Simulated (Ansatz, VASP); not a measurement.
# Fe3PO7 (Grattarolaite): VASP beside Ansatz, part 2 of 2

Aim: how closely do two programs agree when they are given the same cell, functional and k mesh? The cell is taken from a series of VASP runs on this material, whose earlier steps may have relaxed, scaled or displaced it; both programs get it as it stands.

VASP 6.6.1 and Ansatz 0.2.0.

So far. Step 2 (Ansatz: single point, PBEsol, DFT+U): The run ends at a pressure of 4.76 GPa, with forces up to 1.5 eV/Å.

In doubt: warnings of the run leave room for a lower electronic state, so energies may not be the lowest and differences between runs may mislead.

**3. VASP: single point, PBEsol, DFT+U**

Level of this step: PBEsol, DFT+U (Fe d 4.5 eV), spin-polarised from an antiferromagnetic start; plane waves and PAW (Fe, P, O) (VASP).

The same cell, functional, mesh and smearing now go to VASP, with its own data sets and cutoff.

Lines of VASP's logs that name or quote its potential files are left out, and so is its time.

INCAR reads:

```
SYSTEM = Fe3PO7
PREC = Normal
ENCUT = 480
EDIFF = 1E-06
NELM = 150
ISMEAR = -1
SIGMA = 0.05
LREAL = Auto
ALGO = Normal
GGA = PS
NBANDS = 97
ISPIN = 2
MAGMOM = 4 -4 4 -4 -4 4 0 0 0 0 0 0 0 0 0 0 0 0 0 0 0 0
LDAU = .TRUE.
LDAUTYPE = 2
LDAUL = 2 -1 -1
LDAUU = 4.5 0 0
LDAUJ = 0 0 0
LDAUPRINT = 1
LASPH = .TRUE.
LMAXMIX = 4
LORBIT = 11
LWAVE = .FALSE.
LCHARG = .TRUE.
KPAR = 4
AMIX = 0.2
BMIX = 1E-04
AMIX_MAG = 0.8
BMIX_MAG = 1E-04
```

POSCAR reads:

```
Fe3PO7
1.0
    8.0060000000      4.6222662552      4.5753333334
    0.0000000000      4.6222662552      4.5753333334
    4.0030000000     -2.3111331275      4.5753333334
Fe P O
6 2 14
Direct
    0.9257500000      0.1485000000      0.5395000000
    0.4257500000      0.1485000000      0.5395000000
    0.9257500000      0.5395000000      0.1485000000
    0.4257500000      0.5395000000      0.1485000000
    0.5347500000      0.5395000000      0.5395000000
    0.0347500000      0.5395000000      0.5395000000
    0.0000000000      0.0000000000      0.0000000000
    0.5000000000      0.0000000000      0.0000000000
    0.8855500000      0.2289000000      0.2289000000
    0.3855500000      0.2289000000      0.2289000000
    0.6166000000      0.7668000000      0.3895000000
    0.1166000000      0.7668000000      0.3895000000
    0.6166000000      0.3895000000      0.7668000000
    0.1166000000      0.3895000000      0.7668000000
    0.9939000000      0.3895000000      0.3895000000
    0.4939000000      0.3895000000      0.3895000000
    0.9280000000      0.1440000000      0.8330000000
    0.4280000000      0.1440000000      0.8330000000
    0.9280000000      0.8330000000      0.1440000000
    0.4280000000      0.8330000000      0.1440000000
    0.2390000000      0.8330000000      0.8330000000
    0.7390000000      0.8330000000      0.8330000000
```

KPOINTS reads:

```
Automatic mesh
0
Gamma
3 6 6
0 0 0
```

The projector-augmented-wave data sets are Fe, P and O (PBE family, release 64).

Command:

```
> mpirun -np 4 vasp_std
```

Numbers of over 12 decimals in the logs are rounded to 6 here.

Output:

```text
[banner, memory and clock lines left out]
running    4 mpi-ranks, on    1 nodes
 distrk:  each k-point on    1 cores,    4 groups
 distr:  one band on    1 cores,    1 groups

 POSCAR found type information on POSCAR FeP O
 POSCAR found :  3 types and      22 ions
|                                                                             |
|               ----> ADVICE to this user running VASP <----                  |
|                                                                             |
|     You enforced a specific xc type in the INCAR file but a different       |
|     [... a line on the potential file left out ...]
|     I HOPE YOU KNOW WHAT YOU ARE DOING!                                     |
|                                                                             |

 LDA part: xc-table for (Slater+PW92), standard interpolation
 POSCAR, INCAR and KPOINTS ok, starting setup
 FFT: planning ... GRIDC
 FFT: planning ... GRID_SOFT
 FFT: planning ... GRID
 WAVECAR not read
 entering main loop
       N       E                     dE             d eps       ncg     rms          rms(c)
DAV:   1     0.181964066634E+04    0.18196E+04   -0.59790E+04 13192   0.149E+03
DAV:   2     0.163884373194E+03   -0.16558E+04   -0.14835E+04 13900   0.432E+02
DAV:   3    -0.176167703139E+03   -0.34005E+03   -0.32273E+03 15168   0.222E+02
DAV:   4    -0.201680013290E+03   -0.25512E+02   -0.25212E+02 16504   0.690E+01
DAV:   5    -0.202890391328E+03   -0.12104E+01   -0.12078E+01 20096   0.140E+01    0.715E+01
DAV:   6    -0.165738795053E+03    0.37152E+02   -0.74129E+01 22520   0.730E+01    0.690E+01
DAV:   7    -0.160598463447E+03    0.51403E+01   -0.36891E+01 23096   0.645E+01    0.640E+01
DAV:   8    -0.164152591361E+03   -0.35541E+01   -0.18349E+01 19648   0.624E+01    0.397E+01
DAV:   9    -0.164251107270E+03   -0.98516E-01   -0.35974E+01 17672   0.138E+02    0.615E+01
DAV:  10    -0.160783497468E+03    0.34676E+01   -0.22731E+01 16400   0.750E+01    0.718E+00
DAV:  11    -0.160959660775E+03   -0.17616E+00   -0.30392E+00 17952   0.107E+01    0.461E+00
DAV:  12    -0.160832185232E+03    0.12748E+00   -0.28584E-01 21856   0.664E+00    0.272E+00
DAV:  13    -0.160793477664E+03    0.38708E-01   -0.18177E-01 22928   0.458E+00    0.129E+00
DAV:  14    -0.160791833939E+03    0.16437E-02   -0.62121E-02 20096   0.147E+00    0.784E-01
DAV:  15    -0.160791803652E+03    0.30287E-04   -0.24932E-02 16376   0.323E+00    0.593E-01
DAV:  16    -0.160790286673E+03    0.15170E-02   -0.13031E-02 16328   0.214E+00    0.313E-01
DAV:  17    -0.160790572887E+03   -0.28621E-03   -0.21507E-03 16056   0.218E-01    0.151E-01
DAV:  18    -0.160790567049E+03    0.58374E-05   -0.28456E-04 24280   0.197E-01    0.967E-02
DAV:  19    -0.160790665239E+03   -0.98190E-04   -0.32677E-04 22920   0.136E-01    0.474E-02
DAV:  20    -0.160790665049E+03    0.19032E-06   -0.98287E-05 19864   0.788E-02    0.358E-02
DAV:  21    -0.160790666661E+03   -0.16121E-05   -0.27187E-05 18784   0.263E-02    0.158E-02
DAV:  22    -0.160790667529E+03   -0.86747E-06   -0.27165E-06 11736   0.132E-02
   1 F= -.16079067E+03 E0= -.16079067E+03  d E =-.231893E-09  mag=     0.0000
```

From OUTCAR (step 3):

```text
ion  position               nearest neighbor table
   1  0.926  0.148  0.539-  12 1.89  17 1.92  13 1.92  15 1.92   9 2.19
   2  0.426  0.148  0.539-  11 1.89  18 1.92  14 1.92  16 1.92  10 2.19
   3  0.926  0.539  0.148-  14 1.89  19 1.92  15 1.92  11 1.92   9 2.19
   4  0.426  0.539  0.148-  13 1.89  20 1.92  16 1.92  12 1.92  10 2.19
   5  0.535  0.539  0.539-  16 1.89  21 1.92  13 1.92  11 1.92   9 2.19
   6  0.035  0.539  0.539-  15 1.89  22 1.92  14 1.92  12 1.92  10 2.19
   7  0.000  0.000  0.000-  21 1.50  17 1.50  19 1.50   9 1.57
   8  0.500  0.000  0.000-  22 1.50  18 1.50  20 1.50  10 1.57
   9  0.886  0.229  0.229-   7 1.57   1 2.19   5 2.19   3 2.19
  10  0.386  0.229  0.229-   8 1.57   2 2.19   6 2.19   4 2.19
  11  0.617  0.767  0.389-   2 1.89   3 1.92   5 1.92
  12  0.117  0.767  0.389-   1 1.89   4 1.92   6 1.92
  13  0.617  0.389  0.767-   4 1.89   5 1.92   1 1.92
  14  0.117  0.389  0.767-   3 1.89   6 1.92   2 1.92
  15  0.994  0.389  0.389-   6 1.89   3 1.92   1 1.92
  16  0.494  0.389  0.389-   5 1.89   4 1.92   2 1.92
  17  0.928  0.144  0.833-   7 1.50   1 1.92
  18  0.428  0.144  0.833-   8 1.50   2 1.92
  19  0.928  0.833  0.144-   7 1.50   3 1.92
  20  0.428  0.833  0.144-   8 1.50   4 1.92
  21  0.239  0.833  0.833-   7 1.50   5 1.92
  22  0.739  0.833  0.833-   8 1.50   6 1.92

  LATTYP: Found a trigonal (rhomboedric) cell.
 ALAT       =     6.5037697104
 COS(alpha) =     0.2423460954

 Subroutine GETGRP returns: Found  6 space group operations
 (whereof  6 operations were pure point group operations)

The static configuration has the point symmetry C_3v.

 Found     34 irreducible k-points:

   k-points           NKPTS =     34   k-points in BZ     NKDIM =     34   number of bands    NBANDS=     97

   dimension x,y,z NGX =    56 NGY =   36 NGZ =   36
   dimension x,y,z NGXF=   112 NGYF=   72 NGZF=   72

   ENCUT  =  480.0 eV  35.28 Ry    5.94 a.u.  18.43 11.62 11.62*2*pi/ulx,y,z

   NELECT =     142.0000    total number of electrons

 k-points in reciprocal lattice and weights: Automatic mesh
   0.00000000  0.00000000  0.00000000       0.009
   0.33333333 -0.00000000 -0.00000000       0.019
   0.33333333  0.33333333  0.00000000       0.037
   0.00000000  0.16666667  0.00000000       0.037
   0.33333333  0.16666667  0.16666667       0.019
   0.33333333  0.16666667  0.00000000       0.037
  -0.00000000 -0.16666667  0.16666667       0.019
  -0.33333333  0.16666667 -0.00000000       0.037
  -0.33333333  0.50000000  0.00000000       0.037
[...]
0.33333333  0.50000000  0.33333333       0.037
  -0.33333333  0.50000000  0.50000000       0.019

atom =   1  type =  1  l = 2

 onsite density matrix

spin component  1

  1.0017  0.0009 -0.0094 -0.0195  0.0010
  0.0009  1.0081  0.0007 -0.0237 -0.0202
 -0.0094  0.0007  0.9958 -0.0020  0.0070
 -0.0195 -0.0237 -0.0020  1.0351  0.0004
  0.0010 -0.0202  0.0070  0.0004  1.0039

spin component  2

  0.1546 -0.0256 -0.0400 -0.0380  0.0073
 -0.0256  0.1629  0.0139 -0.0474 -0.0585
 -0.0400  0.0139  0.1374 -0.0164  0.0125
 -0.0380 -0.0474 -0.0164  0.2104 -0.0204
  0.0073 -0.0585  0.0125 -0.0204  0.1600

 occupancies and eigenvectors

  o =  0.0735  v =  0.0000  0.0000  0.0000  0.0000  0.0000 -0.4270 -0.6300 -0.1474 -0.4236 -0.4686      0.0000  0.0000  0.0000  0.0000  0.0000  0.0000  0.0000  0.0000  0.0000  0.0000
  o =  0.0963  v =  0.0000  0.0000  0.0000  0.0000  0.0000  0.4898 -0.2573  0.7220  0.0871 -0.4063      0.0000  0.0000  0.0000  0.0000  0.0000  0.0000  0.0000  0.0000  0.0000  0.0000
  o =  0.1824  v =  0.0000  0.0000  0.0000  0.0000  0.0000 -0.5417 -0.0855  0.6440 -0.1247  0.5187      0.0000  0.0000  0.0000  0.0000  0.0000  0.0000  0.0000  0.0000  0.0000  0.0000
[...]
75       4.4085      0.00000
     76       4.4595      0.00000
    ...

 k-point     3 :       0.3333    0.3333    0.0000
  band No.  band energies     occupation
    ...
     67       1.3318      1.00000
     68       1.3798      1.00000
     69       1.4461      1.00000
     70       1.5488      1.00000
     71       1.6582      1.00000
     72       4.2059      0.00000
     73       4.2937      0.00000
     74       4.3695      0.00000
     75       4.4571      0.00000
     76       4.5539      0.00000
    ...

 k-point     4 :       0.0000    0.1667    0.0000
  band No.  band energies     occupation
    ...
     67       1.3120      1.00000
     68       1.4029      1.00000
     69       1.4905      1.00000
     70       1.5647      1.00000
     71       1.7255      1.00000
     72       4.2071      0.00000
     73       4.2707      0.00000
     74       4.3223      0.00000
     75       4.4733      0.00000
     76       4.5061      0.00000
    ...

 k-point     5 :       0.3333    0.1667    0.1667
  band No.  band energies     occupation
    ...
     67       1.3014      1.00000
     68       1.4295      1.00000
     69       1.4710      1.00000
     70       1.5600      1.00000
     71       1.7840      1.00000
     72       4.1803      0.00000
     73       4.2704      0.00000
     74       4.3670      0.00000
     75       4.4459      0.00000
     76       4.5016      0.00000
    ...

 k-point     6 :       0.3333    0.1667    0.0000
  band No.  band energies     occupation
    ...
     67       1.2713      1.00000
     68       1.3629      1.00000
     69       1.4820      1.00000
     70       1.5397      1.00000
     71       1.7290      1.00000
     72       4.2235      0.00000
     73       4.2664      0.00000
     74       4.3334      0.00000
     75       4.4614      0.00000
     76       4.5026      0.00000
    ...

 spin component 2
 k-point     1 :       0.0000    0.0000    0.0000
  band No.  band energies     occupation
    ...
     67       1.3327      1.00000
     68       1.3465      1.00000
     69       1.5203      1.00000
     70       1.6145      1.00000
     71       1.8165      1.00000
     72       4.2425      0.00000
     73       4.2620      0.00000
     74       4.3146      0.00000
     75       4.4317      0.00000
     76       4.5160      0.00000
    ...

 k-point     2 :       0.3333   -0.0000   -0.0000
  band No.  band energies     occupation
    ...
     67       1.2733      1.00000
     68       1.4065      1.00000
     69       1.4407      1.00000
     70       1.5442      1.00000
     71       1.7164      1.00000
     72       4.2379      0.00000
     73       4.2787      0.00000
     74       4.2799      0.00000
     75       4.4085      0.00000
     76       4.4595      0.00000
    ...

  Total        3.3602294      4.1605916      1.2634758     -0.6931340      0.5467751      0.9470530
  in kB       21.1980037     26.2470879      7.9706356     -4.3726351      3.4493302      5.9744828
  external PRESSURE =      18.4719091 kB  Pullay stress =       0.0000000 kB

  energy-cutoff  :      480.00
  volume of cell :      253.97
      direct lattice vectors                 reciprocal lattice vectors
     8.006000000  4.622266255  4.575333333     0.124906320  0.072114698 -0.072854437
     0.000000000  4.622266255  4.575333333    -0.124906320  0.072114698  0.145708874
     4.003000000 -2.311133128  4.575333333     0.000000000 -0.144229395  0.145708874

 POSITION                                       TOTAL-FORCE (eV/Angst)
 -----------------------------------------------------------------------------------
      9.57117      3.71861      7.38344        -0.232648     -0.207789      0.250117
      5.56817      1.40748      5.09578        -0.232648     -0.207789      0.250117
      8.00600      6.42957      7.38344        -0.296275     -0.097585      0.250117
      4.00300      4.11844      5.09578        -0.296275     -0.097585      0.250117
      6.44083      3.71861      7.38344        -0.045232     -0.026115      0.335571
      2.43783      1.40748      5.09578        -0.045232     -0.026115      0.335571
      0.00000      0.00000      0.00000        -0.031162     -0.017992      0.390745
      4.00300      2.31113      2.28767        -0.031162     -0.017992      0.390745
      8.00600      4.62227      6.14627         0.000886      0.000512      0.816207
      4.00300      2.31113      3.85861         0.000886      0.000512      0.816207
      6.49567      5.49426      8.11161         0.251101      0.135225     -0.203293
      2.49267      3.18312      5.82394         0.251101      0.135225     -0.203293
      8.00600      2.87829      8.11161         0.242659      0.149848     -0.203293
      4.00300      0.56715      5.82394         0.242659      0.149848     -0.203293
      9.51633      5.49426      8.11161         0.031894      0.018414     -0.080638
      5.51333      3.18312      5.82394         0.031894      0.018414     -0.080638
     10.76407      3.02990      8.71601        -1.341890      0.791473     -0.506147
      6.76107      0.71876      6.42834        -1.341890      0.791473     -0.506147
      8.00600      7.80701      8.71601         0.014491     -1.557848     -0.506147
      4.00300      5.49587      6.42834         0.014491     -1.557848     -0.506147
      5.24793      3.02990      8.71601         1.406176      0.811856     -0.543237
      9.25093      5.34103     11.00368         1.406176      0.811856     -0.543237
 -----------------------------------------------------------------------------------
    total drift:                               -0.018826     -0.010864     -0.034585

  FREE ENERGIE OF THE ION-ELECTRON SYSTEM (eV)
  ---------------------------------------------------
  free  energy   TOTEN  =      -160.7906675287 eV

  energy  without entropy=     -160.7906675285  energy(sigma->0) =     -160.79066753

 total charge
# of ion       s       p       d       tot
------------------------------------------
    1        0.398   0.572   5.842   6.811
    2        0.398   0.572   5.842   6.811
    3        0.398   0.572   5.842   6.811
    4        0.398   0.572   5.842   6.811
    5        0.400   0.574   5.830   6.804
    6        0.400   0.574   5.830   6.804
    7        0.917   1.569   0.000   2.486
    8        0.917   1.569   0.000   2.486
    9        1.563   3.587   0.000   5.150
   10        1.563   3.587   0.000   5.150
   11        1.560   3.475   0.000   5.035
   12        1.560   3.475   0.000   5.035
   13        1.560   3.475   0.000   5.035
   14        1.560   3.475   0.000   5.035
   15        1.556   3.489   0.000   5.045
   16        1.556   3.489   0.000   5.045
   17        1.563   3.628   0.000   5.191
   18        1.563   3.628   0.000   5.191
   19        1.563   3.628   0.000   5.191
   20        1.563   3.628   0.000   5.191
   21        1.563   3.628   0.000   5.191
   22        1.563   3.628   0.000   5.191
--------------------------------------------------
tot         26.076  56.392  35.027 117.495

 magnetization (x)
# of ion       s       p       d       tot
------------------------------------------
    1        0.020   0.051   4.213   4.284
    2       -0.020  -0.051  -4.213  -4.284
    3        0.020   0.051   4.213   4.284
    4       -0.020  -0.051  -4.213  -4.284
    5       -0.024  -0.057  -4.243  -4.324
    6        0.024   0.057   4.243   4.324
    7        0.003   0.006   0.000   0.009
    8       -0.003  -0.006   0.000  -0.009
    9        0.004   0.036   0.000   0.040
   10       -0.004  -0.036   0.000  -0.040
   11       -0.004  -0.095   0.000  -0.100
   12        0.004   0.095   0.000   0.100
   13       -0.004  -0.095   0.000  -0.100
   14        0.004   0.095   0.000   0.100
   15        0.015   0.317   0.000   0.332
   16       -0.015  -0.317   0.000  -0.332
   17        0.009   0.081   0.000   0.090
   18       -0.009  -0.081   0.000  -0.090
   19        0.009   0.081   0.000   0.090
   20       -0.009  -0.081   0.000  -0.090
   21       -0.009  -0.077   0.000  -0.085
   22        0.009   0.077   0.000   0.085
--------------------------------------------------
tot          0.000   0.000   0.000   0.000
```

The magnetic state follows from one typed start and may not be the lowest.

**4. Side by side**

Known differences besides the potentials themselves: U acts on the PAW sphere in VASP and on atomic orbitals in Ansatz, so only states and trends compare; the data sets hold 190 valence electrons in Ansatz (default PAW (the set named soft_2) files) and 142 in VASP; the cutoff is 420 eV in Ansatz and 480 eV in VASP (PREC = Normal, projectors in real space); Ansatz makes its cores anew for this functional, VASP keeps those of its PBE data sets; site moments are counted in spheres of each program's own size. Total energies have different zeros and are not compared.

Compared:

| quantity | Ansatz | VASP | difference |
| --- | --- | --- | --- |
| pressure (GPa) | 4.76 | 1.85 | +2.92 |
| pressure without Ansatz's Pulay correction (GPa) | 4.03 | 1.85 | +2.18 |
| gap on the k mesh (eV) | 2.023 | 2.188 | -0.165 |
| moment on Fe5 (μB) | -3.83 | -4.32 | +0.50 |
| moment on Fe6 (μB) | 3.83 | 4.32 | -0.50 |
| moment on Fe1 (μB) | 3.80 | 4.28 | -0.49 |
| moment on Fe2 (μB) | -3.80 | -4.28 | +0.49 |
| moment on Fe3 (μB) | 3.80 | 4.28 | -0.49 |
| moment on Fe4 (μB) | -3.80 | -4.28 | +0.49 |
| moment on O16 (μB) | -0.35 | -0.33 | -0.02 |
| moment on O15 (μB) | 0.35 | 0.33 | +0.02 |

Forces on 7 of the 22 atoms, those with the largest forces and the largest differences (eV/Å; atoms numbered as in POSCAR):

| atom | Ansatz x, y, z | VASP x, y, z |
| --- | --- | --- |
| O9 | 0.003, 0.002, 0.613 | 0.001, 0.001, 0.816 |
| O17 | -1.204, 0.714, -0.327 | -1.342, 0.791, -0.506 |
| O18 | -1.204, 0.714, -0.327 | -1.342, 0.791, -0.506 |
| O19 | 0.017, -1.400, -0.327 | 0.014, -1.558, -0.506 |
| O20 | 0.017, -1.400, -0.327 | 0.014, -1.558, -0.506 |
| O21 | 1.284, 0.741, -0.365 | 1.406, 0.812, -0.543 |
| O22 | 1.284, 0.741, -0.365 | 1.406, 0.812, -0.543 |

The forces differ by 87 meV/Å r.m.s., which is 15.9 % of the r.m.s. force of 0.55 eV/Å (both taken over all components). A gap on the mesh is an upper bound, since the band edges may lie between its points. Ansatz's pressure holds a Pulay correction of 0.73 GPa; VASP's holds none.

**5. What came out**

| Item | Value |
| --- | --- |
| r.m.s. force difference (single point, PBEsol, DFT+U) | 16 % of the r.m.s. force |
| difference in pressure (single point, PBEsol, DFT+U) | 2.9 GPa |
| difference in gap on the k mesh (single point, PBEsol, DFT+U) | -0.16 eV |

The r.m.s. force difference is 16 % of the r.m.s. force (single point, PBEsol, DFT+U). How closely two codes agree says nothing of how well the functional describes the real material.

[Lines on the potential files, build, host, timing and source positions are cut from VASP's logs without a mark.]

[Logs are printed without paths, hosts, clocks, repeated set-up lines and the standing remarks that a program may print on its own settings, such as how far it seeks lower states.]

[Hosts, paths, dates, database ids (printed as entryN), source tags and the programs' standing remarks are cut or masked in the printed files.]
